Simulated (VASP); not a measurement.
```
CELL_PARAMETERS angstrom
      0.00000     3.70762     3.60657
      3.67176     0.00000     3.60657
      3.67176     3.70762     0.00000
ATOMIC_POSITIONS crystal
  K  0.25000 0.25000 0.25000
  K  0.75000 0.75000 0.75000
  S  0.99261 0.00739 0.00739
```

Computed with PBE GGA, VASP's PBE PAW potentials (set 64) (plane waves; VASP). Numerical set-up: 575 eV cut-off, 5×5×5 Γ-centred mesh, Gaussian smearing of 0.050 eV, potentials K_sv S.

Q: Predict the energy per atom (σ→0), pressure.

A: 
```json
{
  "energy per atom (σ→0)": "-3.131 eV/atom",
  "pressure": "1.24 GPa"
}
```

Total energies compare only between runs with the same potentials, cut-off and functional.

The compound is K2S in the antifluorite structure. The cell was not relaxed at this level, atoms are displaced from their ideal sites. The run is one of a series of settings (ENCUT = 575 against the base run), some of them coarse on purpose.
